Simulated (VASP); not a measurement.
Output of a VASP run:

### OUTCAR
```
 ion  position               nearest neighbor table
   1  0.000  0.267  0.667-   2 2.83   3 2.83   2 3.45   2 3.45   3 3.45   3 3.45
   2  0.733  0.733  0.000-   3 2.83   1 2.83   1 3.45   3 3.45   3 3.45   1 3.45
   3  0.267  0.000  0.333-   2 2.83   1 2.83   2 3.45   2 3.45   1 3.45   1 3.45
  LATTYP: Found a hexagonal cell.
 ALAT       =     4.4143666356
 C/A-ratio  =     1.3321917320
 Subroutine PRICEL returns:
 Original cell was already a primitive cell.
 Subroutine GETGRP returns: Found  6 space group operations
The static configuration has the point symmetry C_2 .
 The point group associated with its full space group is D_3 .
The dynamic configuration has the point symmetry C_2 .
 Subroutine INISYM returns: Found  6 space group operations
 Subroutine IBZKPT returns following result:
 Found     24 irreducible k-points:

 Following reciprocal coordinates:
            Coordinates               Weight
  0.000000  0.000000  0.000000      1.000000
  0.166667 -0.000000  0.000000      6.000000
  0.333333 -0.000000  0.000000      6.000000
  0.500000 -0.000000  0.000000      3.000000
  0.166667  0.166667  0.000000      6.000000
  0.333333  0.166667  0.000000     12.000000
  0.333333  0.333333  0.000000      2.000000
  0.000000  0.000000  0.250000      2.000000
  0.166667 -0.000000  0.250000      6.000000
 -0.000000  0.166667  0.250000      6.000000
  0.333333 -0.000000  0.250000      6.000000
 -0.000000  0.333333  0.250000      6.000000
  0.500000 -0.000000  0.250000      6.000000
  0.166667  0.166667  0.250000     12.000000
  0.333333  0.166667  0.250000     12.000000
 -0.166667  0.500000  0.250000     12.000000
  0.333333  0.333333  0.250000      4.000000
  0.000000  0.000000  0.500000      1.000000
  0.166667 -0.000000  0.500000      6.000000
  0.333333 -0.000000  0.500000      6.000000
  0.500000 -0.000000  0.500000      3.000000
  0.166667  0.166667  0.500000      6.000000
  0.333333  0.166667  0.500000     12.000000
  0.333333  0.333333  0.500000      2.000000
   k-points           NKPTS =     24   k-points in BZ     NKDIM =     24   number of bands    NBANDS=     13
   number of dos      NEDOS =    301   number of ions     NIONS =      3
   total plane-waves  NPLWV =  62208
   dimension x,y,z NGX =    36 NGY =   36 NGZ =   48
   dimension x,y,z NGXF=    72 NGYF=   72 NGZF=   96
   ions per type =               3
   PREC   = accura    normal or accurate (medium, high low for compatibility)
   ISTART =      0    job   : 0-new  1-cont  2-samecut
   ICHARG =      2    charge: 1-file 2-atom 10-const
   ISPIN  =      1    spin polarized calculation?
   LNONCOLLINEAR =      F non collinear calculations
   LSORBIT =      F    spin-orbit coupling
   INIWAV =      1    electr: 0-lowe 1-rand  2-diag
   ENCUT  =  520.0 eV  38.22 Ry    6.18 a.u.   8.21  8.21 10.93*2*pi/ulx,y,z
   NELM   =    100;   NELMIN=  2; NELMDL= -5     # of ELM steps
   EDIFF  = 0.1E-06   stopping-criterion for ELM
   LREAL  =      F    real-space projection
   NLSPLINE    = F    spline interpolate recip. space projectors
   LMAXMIX     =    4 max onsite mixed and CHGCAR
   VOSKOWN=      0    Vosko Wilk Nusair interpolation
   EDIFFG = -.1E-01   stopping-criterion for IOM
   NSW    =     30    number of steps for IOM
   NBLOCK =      1;   KBLOCK =     30    inner block; outer block
   IBRION =      2    ionic relax: 0-MD 1-quasi-New 2-CG
   NFREE  =      1    steps in history (QN), initial steepest desc. (CG)
   ISIF   =      4    stress and relaxation
   ISYM   =      2    0-nonsym 1-usesym 2-fastsym
   TEIN   =    0.0    initial temperature
   TEBEG  =    0.0;   TEEND  =   0.0 temperature during run
   SMASS  =  -3.00    Nose mass-parameter (am)
   PSTRESS=    0.0 pullay stress
   NELECT =      18.0000    total number of electrons
   EFERMI =   0.00;   METHOD = LEGACY
   ISMEAR =     0;   SIGMA  =   0.05  broadening in eV -4-tet -1-fermi 0-gaus
   IALGO  =     38    algorithm
   LDIAG  =      T    sub-space diagonalisation (order eigenvalues)
   IMIX   =      4    mixing-type and parameters
...
```

OSZICAR:
```
...
DAV:   5    -0.111754860703E+03    0.12642E-04   -0.43936E-05   624   0.777E-02    0.599E-03
DAV:   6    -0.111754861206E+03   -0.50299E-06   -0.23316E-06   634   0.192E-02    0.242E-03
DAV:   7    -0.111754861065E+03    0.14104E-06   -0.11171E-06   624   0.149E-02    0.294E-03
DAV:   8    -0.111754861571E+03   -0.50549E-06   -0.11263E-06   624   0.156E-02    0.115E-03
DAV:   9    -0.111754861113E+03    0.45765E-06   -0.10950E-06   624   0.152E-02    0.328E-04
DAV:  10    -0.111754861090E+03    0.23609E-07   -0.55700E-08   312   0.348E-03
   4 F= -.11175486E+03 E0= -.11175474E+03  d E =-.116885E-01
       N       E                     dE             d eps       ncg     rms          rms(c)
DAV:   1    -0.111754859617E+03    0.14959E-05   -0.81098E-04   624   0.182E-01    0.222E-02
DAV:   2    -0.111754858578E+03    0.10395E-05   -0.47374E-05   684   0.677E-02    0.659E-03
DAV:   3    -0.111754858707E+03   -0.12919E-06   -0.28245E-06   659   0.210E-02    0.757E-03
DAV:   4    -0.111754860850E+03   -0.21431E-05   -0.63802E-06   624   0.271E-02    0.537E-03
DAV:   5    -0.111754859914E+03    0.93599E-06   -0.45326E-06   624   0.251E-02    0.199E-03
DAV:   6    -0.111754860031E+03   -0.11679E-06   -0.24746E-07   448   0.626E-03    0.599E-04
DAV:   7    -0.111754859941E+03    0.90133E-07   -0.13374E-07   342   0.503E-03
   5 F= -.11175486E+03 E0= -.11175474E+03  d E =-.116873E-01
       N       E                     dE             d eps       ncg     rms          rms(c)
DAV:   1    -0.111755055731E+03   -0.19570E-03   -0.72133E-03   624   0.508E-01    0.545E-02
DAV:   2    -0.111755042221E+03    0.13510E-04   -0.26473E-04   679   0.163E-01    0.246E-02
DAV:   3    -0.111755037326E+03    0.48956E-05   -0.19580E-04   624   0.182E-01    0.164E-02
DAV:   4    -0.111755039816E+03   -0.24904E-05   -0.35780E-05   639   0.643E-02    0.618E-03
DAV:   5    -0.111755036150E+03    0.36664E-05   -0.10987E-05   639   0.368E-02    0.258E-03
DAV:   6    -0.111755036803E+03   -0.65365E-06   -0.48142E-06   624   0.274E-02    0.156E-03
DAV:   7    -0.111755036127E+03    0.67629E-06   -0.89616E-07   649   0.130E-02    0.627E-04
DAV:   8    -0.111755036274E+03   -0.14718E-06   -0.45439E-07   624   0.975E-03    0.119E-03
DAV:   9    -0.111755036265E+03    0.87456E-08   -0.58269E-08   312   0.357E-03
   6 F= -.11175504E+03 E0= -.11175494E+03  d E =-.176324E-03
       N       E                     dE             d eps       ncg     rms          rms(c)
DAV:   1    -0.111755189880E+03   -0.15361E-03   -0.18380E-02   624   0.810E-01    0.863E-02
DAV:   2    -0.111755159881E+03    0.30000E-04   -0.67133E-04   679   0.258E-01    0.395E-02
DAV:   3    -0.111755148157E+03    0.11724E-04   -0.50773E-04   624   0.295E-01    0.258E-02
DAV:   4    -0.111755150032E+03   -0.18746E-05   -0.90777E-05   639   0.102E-01    0.980E-03
DAV:   5    -0.111755143392E+03    0.66400E-05   -0.29146E-05   634   0.601E-02    0.423E-03
DAV:   6    -0.111755144127E+03   -0.73501E-06   -0.12617E-05   624   0.433E-02    0.251E-03
DAV:   7    -0.111755142876E+03    0.12506E-05   -0.22489E-06   649   0.202E-02    0.970E-04
DAV:   8    -0.111755143185E+03   -0.30895E-06   -0.10694E-06   624   0.148E-02    0.170E-03
DAV:   9    -0.111755143085E+03    0.10024E-06   -0.19494E-07   440   0.657E-03    0.999E-04
DAV:  10    -0.111755142934E+03    0.15079E-06   -0.76206E-08   312   0.381E-03    0.126E-04
DAV:  11    -0.111755142988E+03   -0.54230E-07   -0.21677E-08   312   0.230E-03
   7 F= -.11175514E+03 E0= -.11175509E+03  d E =-.283047E-03
```

OUTCAR:
```
------------------------ aborting loop because EDIFF is reached ----------------------------------------
  FORCE on cell =-STRESS in cart. coord.  units (eV):
  Direction    XX          YY          ZZ          XY          YZ          ZX
  --------------------------------------------------------------------------------------
  Total        0.3343833      0.3343833      0.3438314      0.0000000      0.0000000      0.0000000
  in kB        5.3982450      5.3982441      5.5507733      0.0000000      0.0000000      0.0000000
  external PRESSURE =       5.4490875 kB  Pullay stress =       0.0000000 kB
  volume of cell :       99.24
      direct lattice vectors                 reciprocal lattice vectors
     2.199035353 -3.808840624 -0.000000000     0.227372425 -0.131273542 -0.000000000
     2.199035353  3.808840624 -0.000000000     0.227372425  0.131273542  0.000000000
     0.000000000 -0.000000000  5.924443704     0.000000000 -0.000000000  0.168792219
 POSITION                                       TOTAL-FORCE (eV/Angst)
 -----------------------------------------------------------------------------------
      2.80316     -2.76246      3.94963         0.001689      0.002926      0.000000
      3.18982     -0.00000      5.92444        -0.003379      0.000000     -0.000000
      2.80316      2.76246      1.97481         0.001689     -0.002926     -0.000000
 -----------------------------------------------------------------------------------
    total drift:                               -0.000267     -0.000406      0.000014
  FREE ENERGIE OF THE ION-ELECTRON SYSTEM (eV)
  ---------------------------------------------------
  free  energy   TOTEN  =      -111.7551429883 eV

  energy  without entropy=     -111.7550292497  energy(sigma->0) =     -111.75508612

 reached required accuracy - stopping structural energy minimisation
```
(Selected blocks of OUTCAR.)

### POSCAR
```
Te
1
    2.2071834465    -3.8229535737     0.0000000000
    2.2071834465     3.8229535737     0.0000000000
    0.0000000000     0.0000000000     5.8807827337
Te
3
Direct
  0.0000000000   0.2672507186   0.6666670000
  0.7327492814   0.7327492814   0.0000000000
  0.2672507186   0.0000000000   0.3333330000
```

**Question.** Reconstruct the remaining input files.

**Answer.** Several could match; the one computed here: the input of the run itself, SCAN meta-GGA, plane waves, VASP's PBE PAW potentials (set 64).

**INCAR**
```
ALGO = Normal
EDIFF = 1E-7
EDIFFG = -0.01
ENCUT = 520
IBRION = 2
ISIF = 4
ISMEAR = 0
LASPH = .TRUE.
LCHARG = .FALSE.
LMAXMIX = 4
LMIXTAU = .TRUE.
LREAL = .FALSE.
LWAVE = .FALSE.
METAGGA = SCAN
NELM = 100
NSW = 30
PREC = Accurate
SIGMA = 0.05
SYSTEM = Te
```

File KPOINTS:
```
Automatic mesh
0
Gamma
  6 6 4
0 0 0
```

POTCAR, in this order: Te (PBE.64 set). Program: vasp_std.

The compound is Te in the trig structure. This cell is one point of a volume scan, at 0.97 of the reference volume. Symmetry was kept, so distortions that lower it aren't found.
